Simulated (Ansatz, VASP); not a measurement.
## ZnB2H96C48S12O24F8 in two plane-wave programs

Wanted: the spread between two codes on one cell, functional and k mesh. The structure shown is the start of the Ansatz relaxation below; VASP solves that cell, so the two are compared at the walk's first step.

Program: Ansatz 0.2.0. Level of theory: plane waves, with VASP 6.6.1 beside it; single point at PBE with D3(BJ). Results are calculated unless marked as measured.

### 1. Starting point

The cell holds 191 atoms: 24 O, 12 S, 48 C, 96 H, 2 B, 8 F and 1 Zn. Its edges and angles: a = 12.721 Å, b = 12.721 Å, c = 12.721 Å, α = 90.0°, β = 90.0°, γ = 90.0°.

### 2. Ansatz: relaxation, PBE with D3(BJ)

Ansatz runs on its default PAW (the set named soft_2) files.

The two programs are compared at the cell with which this relaxation starts, whose forces are those of its first step.

Input file input.yaml:

```yaml
crystal:
  lattice:
    - [12.72088, 0.0, 0.0]
    - [0.0, 12.72088, 0.0]
    - [0.0, 0.0, 12.72088]
  atoms:
    - { symbol: O, position: [0.55371, 0.68994, 0.7419] }
    - { symbol: S, position: [0.62685, 0.74726, 0.67398] }
    - { symbol: O, position: [0.64723, 0.71046, 0.56918] }
    - { symbol: C, position: [0.586, 0.88196, 0.67179] }
    - { symbol: C, position: [0.68347, 0.93641, 0.70696] }
    - { symbol: C, position: [0.74098, 0.86962, 0.78113] }
    - { symbol: C, position: [0.75313, 0.76471, 0.73627] }
    - { symbol: H, position: [0.55311, 0.90669, 0.59574] }
    - { symbol: H, position: [0.5334, 0.87885, 0.7365] }
    - { symbol: H, position: [0.66361, 0.01824, 0.73162] }
    - { symbol: H, position: [0.73655, 0.94062, 0.63528] }
    - { symbol: H, position: [0.81112, 0.91727, 0.79565] }
    - { symbol: H, position: [0.69492, 0.8714, 0.85428] }
    - { symbol: H, position: [0.82317, 0.75274, 0.6828] }
    - { symbol: H, position: [0.76601, 0.70397, 0.8032] }
    - { symbol: O, position: [0.21323, 0.41081, 0.97463] }
    - { symbol: S, position: [0.17107, 0.44537, 0.07276] }
    - { symbol: O, position: [0.20172, 0.55102, 0.10564] }
    - { symbol: C, position: [0.03254, 0.44214, 0.06552] }
    - { symbol: C, position: [0.99964, 0.362, 0.15085] }
    - { symbol: C, position: [0.095, 0.28299, 0.15782] }
    - { symbol: C, position: [0.19335, 0.35153, 0.17114] }
    - { symbol: H, position: [0.99355, 0.5132, 0.07793] }
    - { symbol: H, position: [0.01438, 0.41547, 0.98439] }
    - { symbol: H, position: [0.9262, 0.32174, 0.12606] }
    - { symbol: H, position: [0.99595, 0.39503, 0.22861] }
    - { symbol: H, position: [0.09008, 0.22795, 0.22372] }
    - { symbol: H, position: [0.10183, 0.2402, 0.086] }
    - { symbol: H, position: [0.19669, 0.39929, 0.24572] }
    - { symbol: H, position: [0.26815, 0.30582, 0.16333] }
[... 155 atom lines left out ...]
    - { symbol: B, position: [0.51305, 0.8302, 0.06596] }
    - { symbol: F, position: [0.54053, 0.83816, 0.95926] }
    - { symbol: F, position: [0.41412, 0.77976, 0.08047] }
    - { symbol: F, position: [0.502, 0.92972, 0.10588] }
    - { symbol: F, position: [0.59289, 0.78453, 0.1308] }
    - { symbol: Zn, position: [0.31386, 0.66347, 0.09314] }
kpoints:
  mp_grid: { grid: [1, 1, 1] }
hamiltonian:
  xc: pbe
  dispersion: d3bj
scf:
  occupations: { method: fixed }
output:
  forces: true
relax:
  f_tol: 0.05
  max_steps: 200
```

Command:

```bash
ansatz run input.yaml --threads 4 --pin off --max-ram 8192MiB --backend cpu --events-out ev --progress --plain --runs-dir out
```

Numbers of over 12 decimals in the logs are rounded to 6 here.

Output:

```text
Engine: ansatz 0.2.0, x86_64-unknown-linux-gnu
Pseudopotentials: kind: paw
Pseudopotential: O, paw, valence charge 6, recommended cutoff 420 eV (normal), O.paw.azcp
Pseudopotential: S, paw, valence charge 6, recommended cutoff 420 eV (normal), S.paw.azcp
Pseudopotential: C, paw, valence charge 4, recommended cutoff 420 eV (normal), C.paw.azcp
Pseudopotential: H, paw, valence charge 1, recommended cutoff 420 eV (normal), H.paw.azcp
Pseudopotential: B, paw, valence charge 3, recommended cutoff 420 eV (normal), B.paw.azcp
Pseudopotential: F, paw, valence charge 7, recommended cutoff 420 eV (normal), F.paw.azcp
Pseudopotential: Zn, paw, valence charge 12, recommended cutoff 420 eV (normal), Zn.paw.azcp
Functional definition: PBE
  parameter kappa = 0.804
  parameter beta = 0.066725
  exchange = pbe_x(kappa = kappa, mu = beta*pi^2/3)
  correlation = pbe_c(beta = beta)
Crystal: 191 atoms, lattice volume = 2058.503 Å³
Basis set: ecut = 420 eV, 40243 PW (Γ), exchange–correlation on 180×180×180 points (8 copies of the dense FFT grid, shifted against one another)
Bands: 480, of which v1, the nominal top of the filled ones, is band 289 counted from 1 (288 counted from 0)
Symmetry: 1 space group operations
Space group: P1 (ITA 1), of the structure as read, at distance tolerance 1.3e-4 Å
k-points: 1
Non-local potential: O, projectors of the file, l = 0: 2, l = 1: 2, l = 2: 1
Non-local potential: S, projectors of the file, l = 0: 2, l = 1: 2, l = 2: 2
Non-local potential: C, projectors of the file, l = 0: 2, l = 1: 2, l = 2: 1
Non-local potential: H, projectors of the file, l = 0: 2, l = 1: 1
Non-local potential: B, projectors of the file, l = 0: 2, l = 1: 2, l = 2: 1
Non-local potential: F, projectors of the file, l = 0: 2, l = 1: 2, l = 2: 1
Non-local potential: Zn, projectors of the file, l = 0: 2, l = 1: 2, l = 2: 3, l = 3: 1
PAW form: soft (Blöchl's): semilocal exchange-correlation on the pseudo side does not see the compensation charge
PAW one-centre angular grid: O, 110 points (default); XC on 64 Gauss nodes
PAW one-centre angular grid: S, 110 points (default); XC on 64 Gauss nodes
PAW one-centre angular grid: C, 110 points (default); XC on 64 Gauss nodes
PAW one-centre angular grid: H, 110 points (default); XC on 64 Gauss nodes
PAW one-centre angular grid: B, 110 points (default); XC on 64 Gauss nodes
PAW one-centre angular grid: F, 110 points (default); XC on 64 Gauss nodes
PAW one-centre angular grid: Zn, 590 points (default); XC on 64 Gauss nodes
Initial density: superposition of atomic densities (neutral atoms: chi_scale 0, normalization atom), corrected by the library's trained network
Initial wavefunctions: pseudopotential atomic-orbital guess
Functional: x = pbe(κ = 0.804, μ = 0.219515), c = pbe(β = 0.066725)
SCF iter   1: F=—  HF=-48120.905577 eV  |F-HF|=—  |Δ(HF+E_count)|=         —  Δρ=6.61e-3  dr2=1.11e0  ethr=1.77e-3  ⟨swp⟩=5.0  Hψ=1611  notcnv=0  defer=188
preconditioner: auto → Resta (q_TF=auto, 2.208 Å⁻¹)  ε∞=2.5  [insulator: Δε(μ)=5.322 eV  Ē_g=16.170 eV  n_scr=364 (ndim 8)  ℏωp=19.6 eV  f_vac=0.247  ε∞_Penn≈2.5]
SCF iter   2: F=—  HF=-48120.598679 eV  |F-HF|=—  |Δ(HF+E_count)|=   3.07e-1  Δρ=3.65e-3  dr2=2.11e-1  ethr=1.92e-4  ⟨swp⟩=3.0  Hψ=759  notcnv=0  defer=189
SCF iter   3: F=—  HF=-48120.582661 eV  |F-HF|=—  |Δ(HF+E_count)|=   1.60e-2  Δρ=1.43e-3  dr2=6.05e-2  ethr=3.66e-5  ⟨swp⟩=3.0  Hψ=579  notcnv=0  defer=87
automatic band count: iteration 3 solves 378 bands in place of 480: the levels show a gap, and the empty bands left out lie too high to hold charge; the band table lists the bands solved (type scf.n_extra_bands for more)
SCF iter   4: F=—  HF=-48120.577286 eV  |F-HF|=—  |Δ(HF+E_count)|=   5.37e-3  Δρ=4.40e-4  dr2=5.41e-3  ethr=1.05e-5  ⟨swp⟩=4.0  Hψ=529  notcnv=0  defer=87
SCF iter   5: F=—  HF=-48120.576597 eV  |F-HF|=—  |Δ(HF+E_count)|=   6.89e-4  Δρ=2.72e-4  dr2=1.67e-3  ethr=9.36e-7  ⟨swp⟩=2.0  Hψ=672  notcnv=0  defer=87
SCF iter   6: F=—  HF=-48120.576307 eV  |F-HF|=—  |Δ(HF+E_count)|=   2.90e-4  Δρ=1.35e-4  dr2=3.66e-4  ethr=2.89e-7  ⟨swp⟩=2.0  Hψ=583  notcnv=0  defer=87
SCF iter   7: F=-48120.576218 eV  HF=-48120.576226 eV  |F-HF|=8.17e-6  |Δ(HF+E_count)|=   8.16e-5  Δρ=3.26e-5  dr2=2.39e-5  ethr=1.08e-8  ⟨swp⟩=3.0  Hψ=1297  notcnv=0
SCF 1 converged in 7 iterations: F = -48120.576218 eV  dr2 = 2.39e-5
  greatest PAW one-centre occupation: 0.993 electrons in one spin orbital (limit 2), on the Zn atom at site 190 (counted from 0), in its partial waves of l = 2
relax step   1: F+E_penalty+E_count = -48120.57621764 eV  Δ(F+E_penalty+E_count) = +0.000e0 eV  max|allowed force component| = 4.338e0 eV/Å  Δτ_max = 0.0000 Å  (7 SCF iters, dr2 threshold 6.25e-5 eV, accepted)
Initial density: handed on by an earlier stage of this run
Initial wavefunctions: those handed on with the density
[...]
- { symbol: H, position: [0.822203, 0.182278, 0.164817] }
    - { symbol: H, position: [0.768520, 0.297637, 0.223201] }
    - { symbol: H, position: [0.590548, 0.216985, 0.223217] }
    - { symbol: H, position: [0.642268, 0.194565, 0.096337] }
    - { symbol: H, position: [0.568062, 0.024968, 0.201709] }
    - { symbol: H, position: [0.693793, 0.013972, 0.139907] }
    - { symbol: O, position: [0.319786, 0.773858, 0.762342] }
    - { symbol: S, position: [0.289321, 0.668164, 0.792967] }
    - { symbol: O, position: [0.324854, 0.628669, 0.897075] }
    - { symbol: C, position: [0.148875, 0.646786, 0.779660] }
    - { symbol: C, position: [0.138478, 0.565874, 0.691171] }
    - { symbol: C, position: [0.235722, 0.494518, 0.696408] }
    - { symbol: C, position: [0.330340, 0.567670, 0.701370] }
    - { symbol: H, position: [0.122048, 0.616962, 0.855737] }
    - { symbol: H, position: [0.112351, 0.722913, 0.763119] }
    - { symbol: H, position: [0.135005, 0.605792, 0.614617] }
    - { symbol: H, position: [0.065760, 0.520375, 0.699339] }
    - { symbol: H, position: [0.232464, 0.446389, 0.767881] }
    - { symbol: H, position: [0.240691, 0.441982, 0.628574] }
    - { symbol: H, position: [0.403657, 0.534081, 0.731170] }
    - { symbol: H, position: [0.345531, 0.607457, 0.626531] }
    - { symbol: O, position: [0.535728, 0.384001, 0.074248] }
    - { symbol: S, position: [0.521654, 0.496742, 0.059110] }
    - { symbol: O, position: [0.414014, 0.535440, 0.081904] }
    - { symbol: C, position: [0.620210, 0.566948, 0.131050] }
    - { symbol: C, position: [0.713249, 0.566133, 0.055378] }
    - { symbol: C, position: [0.669238, 0.593836, 0.946012] }
    - { symbol: C, position: [0.565225, 0.534920, 0.929034] }
    - { symbol: H, position: [0.590464, 0.646469, 0.145372] }
    - { symbol: H, position: [0.632715, 0.524919, 0.205051] }
    - { symbol: H, position: [0.750033, 0.488051, 0.055591] }
    - { symbol: H, position: [0.773454, 0.622445, 0.080410] }
    - { symbol: H, position: [0.653902, 0.678606, 0.942113] }
    - { symbol: H, position: [0.725049, 0.574084, 0.883377] }
    - { symbol: H, position: [0.503939, 0.583837, 0.894100] }
    - { symbol: H, position: [0.573264, 0.461821, 0.884068] }
    - { symbol: O, position: [0.769720, 0.463026, 0.313290] }
    - { symbol: S, position: [0.841328, 0.552600, 0.324924] }
    - { symbol: O, position: [0.913377, 0.575697, 0.237834] }
    - { symbol: C, position: [0.770167, 0.671471, 0.357564] }
    - { symbol: C, position: [0.838457, 0.721479, 0.442180] }
    - { symbol: C, position: [0.871929, 0.631578, 0.515860] }
    - { symbol: C, position: [0.915292, 0.543059, 0.446789] }
    - { symbol: H, position: [0.761062, 0.718180, 0.285810] }
    - { symbol: H, position: [0.692928, 0.648265, 0.388239] }
[...]
- { symbol: O, position: [0.022485, 0.731020, 0.980275] }
    - { symbol: S, position: [0.093876, 0.799204, 0.038146] }
    - { symbol: O, position: [0.208771, 0.785185, 0.020073] }
    - { symbol: C, position: [0.066730, 0.936698, 1.015605] }
    - { symbol: C, position: [0.071862, 0.985393, 0.125276] }
    - { symbol: C, position: [0.019894, 0.906421, 0.200800] }
    - { symbol: C, position: [0.067625, 0.798188, 0.178242] }
[...]
- { symbol: O, position: [0.887182, 0.144749, 0.983388] }
    - { symbol: S, position: [0.813648, 0.179972, 0.901810] }
    - { symbol: O, position: [0.710718, 0.129936, 0.896290] }
    - { symbol: C, position: [0.802910, 0.322563, 0.908876] }
    - { symbol: C, position: [0.873906, 0.365998, 0.821060] }
    - { symbol: C, position: [0.948677, 0.278344, 0.782433] }
    - { symbol: C, position: [0.882718, 0.178225, 0.777904] }
[...]
- { symbol: O, position: [0.017018, 0.825460, 0.639713] }
    - { symbol: S, position: [0.049526, 0.891826, 0.551329] }
    - { symbol: O, position: [0.080180, 0.839310, 0.453240] }
    - { symbol: C, position: [0.949316, 0.990253, 0.525547] }
    - { symbol: C, position: [0.010116, 0.093411, 0.517070] }
    - { symbol: C, position: [0.098567, 0.089437, 0.599518] }
    - { symbol: C, position: [0.152282, 0.982561, 0.589915] }
    - { symbol: H, position: [0.905606, 0.966418, 0.455160] }
    - { symbol: H, position: [0.896829, 0.988836, 0.594026] }
    - { symbol: H, position: [0.958584, 0.161461, 0.529411] }
    - { symbol: H, position: [0.044379, 0.102214, 0.438265] }
    - { symbol: H, position: [0.155240, 0.153132, 0.587393] }
    - { symbol: H, position: [0.066463, 0.097953, 0.679126] }
    - { symbol: H, position: [0.210402, -0.018675, 0.526432] }
    - { symbol: H, position: [0.187740, 0.953705, 0.662744] }
    - { symbol: B, position: [0.152704, 0.347685, 0.466917] }
    - { symbol: F, position: [0.121147, 0.279939, 0.384863] }
    - { symbol: F, position: [0.180144, 0.447466, 0.424659] }
    - { symbol: F, position: [0.241669, 0.304037, 0.518688] }
    - { symbol: F, position: [0.069841, 0.359478, 0.540129] }
    - { symbol: B, position: [0.512621, 0.847765, 0.057895] }
    - { symbol: F, position: [0.568565, 0.886919, 0.972324] }
    - { symbol: F, position: [0.454207, 0.755287, 0.021297] }
    - { symbol: F, position: [0.440206, 0.921098, 0.096918] }
    - { symbol: F, position: [0.580897, 0.814325, 0.138054] }
    - { symbol: Zn, position: [0.316161, 0.666344, 0.054807] }
```

### 3. VASP: single point, PBE with D3(BJ), start cell

The same cell, functional and mesh now go to VASP, with its own data sets.

Lines of VASP's logs that name or quote its potential files are left out, and so is its time.

Input file INCAR:

```
SYSTEM = ZnB2H96C48S12O24F8
PREC = Accurate
ENCUT = 520
EDIFF = 1E-06
NELM = 120
ISMEAR = 0
SIGMA = 0.01
LREAL = Auto
ALGO = Normal
GGA = PE
IVDW = 12
NBANDS = 422
LORBIT = 11
LWAVE = .FALSE.
LCHARG = .FALSE.
ISIF = 2
LASPH = .TRUE.
GGA_COMPAT = .FALSE.
EFERMI = MIDGAP
```

Input file POSCAR:

```
ZnB2H96C48S12O24F8
1.0
   12.7208800000      0.0000000000      0.0000000000
    0.0000000000     12.7208800000      0.0000000000
    0.0000000000      0.0000000000     12.7208800000
O S C H B F Zn
24 12 48 96 2 8 1
Direct
    0.5537116929      0.6899365453      0.7418983592
    0.6472272359      0.7104618548      0.5691823207
    0.2132321034      0.4108127740      0.9746338304
    0.2017234657      0.5510231997      0.1056373458
    0.5827269812      0.4301903642      0.6966420562
    0.7108706316      0.3132566300      0.5977416657
    0.4441831068      0.5749995283      0.3402123124
    0.3106703310      0.6819575375      0.2385369566
    0.3701316261      0.0953314551      0.7019089874
    0.2131377703      0.0696571306      0.8271676173
    0.7553093811      0.9625984995      0.2596518480
    0.6181097534      0.0078610914      0.3957194785
    0.3230279666      0.7717312010      0.7929561477
    0.3131622969      0.6381791197      0.9371993133
    0.4631204759      0.3797536020      0.1156916817
    0.4343724648      0.5781518260      0.1113680815
    0.7885382143      0.4895416040      0.3179025350
    0.9250775104      0.6080475565      0.2265409311
    0.0219481671      0.7172066712      0.9802623718
    0.1982174189      0.7631390281      0.0697986303
    0.8034035381      0.2355182975      0.9900572916
    0.6907383766      0.2134129085      0.8248092899
    0.0201322550      0.8457826817      0.6159636755
    0.0964084246      0.8346985429      0.4299388093
    0.6268512870      0.7472596235      0.6739785298
    0.1710730704      0.4453701316      0.0727622617
    0.6116164919      0.3661303306      0.6091323871
    0.3792976587      0.6684993491      0.3297963663
    0.3170220928      0.1080428398      0.8029161505
    0.6843473093      0.0378197106      0.3079032268
[... 155 atom lines left out ...]
    0.0336769154      0.3372329587      0.5163164812
    0.5405286427      0.8381574231      0.9592575356
    0.4141222934      0.7797573753      0.0804661313
    0.5020014339      0.9297234154      0.1058810397
    0.5928913723      0.7845290577      0.1308006993
    0.3138619341      0.6634682506      0.0931382106
```

Input file KPOINTS:

```
Automatic mesh
0
Gamma
1 1 1
0 0 0
```

Potentials, in the order of the species: O, S, C, H, B, F and Zn (PBE family, release 64).

Command:

```bash
export OMP_NUM_THREADS=3
mpirun -np 1 vasp_gam
```

Output:

```text
[banner, memory and clock lines left out]
running    1 mpi-ranks, on    1 nodes
[...]
Offloading initialized ...    1 GPUs detected
[...]
LDA part: xc-table for (Slater+PW92), standard interpolation
 POSCAR, INCAR and KPOINTS ok, starting setup
[...]
entering main loop
       N       E                     dE             d eps       ncg     rms          rms(c)
DAV:   1     0.490751787748E+04    0.49075E+04   -0.30676E+05   844   0.130E+03
DAV:   2    -0.561603975748E+03   -0.54691E+04   -0.51648E+04  1044   0.316E+02
DAV:   3    -0.114474985622E+04   -0.58315E+03   -0.57735E+03  1018   0.112E+02
DAV:   4    -0.116146516946E+04   -0.16715E+02   -0.16620E+02  1064   0.218E+01
[...]
DAV:  18    -0.104619643589E+04    0.12203E-04   -0.87107E-05  1064   0.237E-02    0.900E-03
DAV:  19    -0.104619643574E+04    0.15561E-06   -0.20557E-05  1040   0.859E-03    0.879E-03
DAV:  20    -0.104619643508E+04    0.65399E-06   -0.16439E-06   840   0.296E-03
   1 F= -.10580093E+04 E0= -.10580093E+04  d E =0.000000E+00
```

From OUTCAR (step 3):

```text
  FREE ENERGIE OF THE ION-ELECTRON SYSTEM (eV)
  ---------------------------------------------------
  free  energy   TOTEN  =     -1058.0093024418 eV

  energy  without entropy=    -1058.0093024418  energy(sigma->0) =    -1058.00930244
```

The run ends at a pressure of 3.08 GPa, with forces up to 5.1 eV/Å.

### 4. Differences

Known differences besides the potentials themselves: fixed occupations in Ansatz, narrow Gaussian smearing in VASP; the cutoff is 420 eV in Ansatz and 520 eV in VASP (PREC = Accurate, projectors in real space). Total energies have different zeros and are not compared.

Forces on 10 of the 191 atoms, those with the largest forces and the largest differences (eV/Å; atoms numbered as in POSCAR):

```
atom        Ansatz x, y, z          VASP x, y, z
  O5   0.528, 1.888, 2.015   0.625, 1.683, 1.742
  O8  -0.590, 0.551, 1.579  -0.399, 0.520, 1.904
 O16  0.710, -0.654, 0.660  0.946, -0.964, 0.624
 C38  0.203, 2.064, -2.946  0.207, 2.079, -2.956
 C39   0.397, 2.297, 2.315   0.410, 2.302, 2.341
 C40  1.554, -2.455, 1.361  1.532, -2.475, 1.336
 C55  2.365, -0.024, 1.986  2.388, -0.013, 1.999
 C58  0.018, 1.595, -2.681  0.022, 1.607, -2.706
 C75  -4.338, 1.891, 1.716  -4.354, 1.896, 1.724
B181  -1.243, 3.002, 1.025  -1.234, 2.945, 1.056
```

The forces differ by 69 meV/Å r.m.s., which is 7.5 % of the r.m.s. force of 0.920 eV/Å (both taken over all components).

### 5. Summary of results

- r.m.s. force difference (single point, PBE with D3(BJ), start cell): 7.5 % of the r.m.s. force

In words: The r.m.s. force difference is 7.5 % of the r.m.s. force (single point, PBE with D3(BJ), start cell), beyond the 3 % picked in this series as the mark of a large difference. What causes the difference of the single point, PBE with D3(BJ), start cell pair stays open here. 1 further run of this series is not shown here. Such differences can come from data sets, numerical settings and the points named under the comparisons, not from the functional's error against experiment.

[Lines on the potential files, build, host, timing and source positions are cut from VASP's logs without a mark.]

[Logs are printed without paths, hosts, clocks, repeated set-up lines and the standing remarks that a program may print on its own settings, such as how far it seeks lower states.]

[Hosts, paths, dates, database ids (printed as entryN), source tags and the programs' standing remarks are cut or masked in the printed files.]
